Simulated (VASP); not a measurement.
VASP ran on this input.

**INCAR**
```
# general
SYSTEM  = HfB2
PREC    = Accurate
ENCUT   = 620   # plane-wave cut-off (eV)
LREAL   = F
LASPH   = T

# electronic loop
EDIFF   = 1E-6   # SCF stop (eV)
NELM    = 100   # most electronic steps
ALGO    = Normal   # blocked Davidson
LMAXMIX = 6   # l cut-off of mixed one-centre charges

# smearing
ISMEAR  = 1   # Methfessel-Paxton
SIGMA   = 0.1   # width (eV)

# ions
IBRION  = 2
NSW     = 40   # most ionic steps
ISIF    = 3
EDIFFG  = -0.02   # ionic stop
PSTRESS = 300

# output
LWAVE   = F
LCHARG  = F
```

### KPOINTS
```
Automatic mesh
0
Gamma
12 12 9
0 0 0
```

### POSCAR
```
HfB2
1
    1.5074186635    -2.6109259685    -0.0000000000
    1.5074186635     2.6109259685     0.0000000000
    0.0000000000    -0.0000000000     3.3197894781
Hf B
1 2
Direct
  0.0000000000   1.0000000000   0.0000000000
  0.3333330000   0.6666670000   0.5000000000
  0.6666670000   0.3333330000   0.5000000000
```

POTCAR, in this order: Hf_pv B (LDA.64 set). Program: vasp_std.

### Question
Translate this LDA calculation to Quantum ESPRESSO's pw.x.

### Answer
One equivalent input (not run):
```
&CONTROL
  calculation = 'vc-relax'
  pseudo_dir = './pseudo'
  outdir = './out'
  tprnfor = .true.
  tstress = .true.
  nstep = 40
  forc_conv_thr = 0.00078
/
&SYSTEM
  ibrav = 0
  nat = 3
  ntyp = 2
  ecutwfc = 76
  occupations = 'smearing'
  smearing = 'methfessel-paxton'
  degauss = 0.00735
  input_dft = 'pz'
/
&ELECTRONS
  conv_thr = 7.3e-08
  electron_maxstep = 100
/
&IONS
/
&CELL
  press = 300
/
ATOMIC_SPECIES
  Hf 178.490 Hf.upf
  B 10.810 B.upf
CELL_PARAMETERS angstrom
     1.5074187   -2.6109260   -0.0000000
     1.5074187    2.6109260    0.0000000
     0.0000000   -0.0000000    3.3197895
ATOMIC_POSITIONS crystal
  Hf   0.0000000  1.0000000  0.0000000
  B    0.3333330  0.6666670  0.5000000
  B    0.6666670  0.3333330  0.5000000
K_POINTS automatic
  12 12 9 0 0 0
```
Limits of the translation: the potentials are each code's own (VASP's PAW set, PseudoDojo norm-conserving files in pw.x), so ENCUT and ecutwfc are chosen apart and not converted; conv_thr bounds pw.x's estimated SCF error, while EDIFF bounds the energy change between steps; forc_conv_thr acts on force components and is met together with etot_conv_thr.

The compound is HfB2 in the AlB2 type structure. It was relaxed first under an external pressure of 30 GPa.
